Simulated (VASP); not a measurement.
Input:

```xyz
2
Lattice="0.0000 2.6073 2.6073 2.6073 0.0000 2.6073 2.6073 2.6073 0.0000" Properties=species:S:1:pos:R:3 pbc="T T T"
Pb     0.0000     0.0000     0.0000
S      2.6073     2.6073     2.6073
```

Computed with LDA (Ceperley-Alder, Perdew-Zunger), VASP's LDA PAW potentials (set 64) (plane waves; VASP). Numerical set-up: 500 eV cut-off, 9×9×9 Γ-centred mesh, Gaussian smearing of 0.050 eV, potentials Pb_d S.

Task: Estimate the energy per atom (σ→0), pressure.

Result: 
| Item | Result |
|---|---|
| energy per atom (σ→0) | -4.228 eV/atom |
| pressure | 45.16 GPa |

Total energies compare only between runs with the same potentials, cut-off and functional.

The compound is PbS in the rock salt structure. It was relaxed first under an external pressure of 45 GPa.
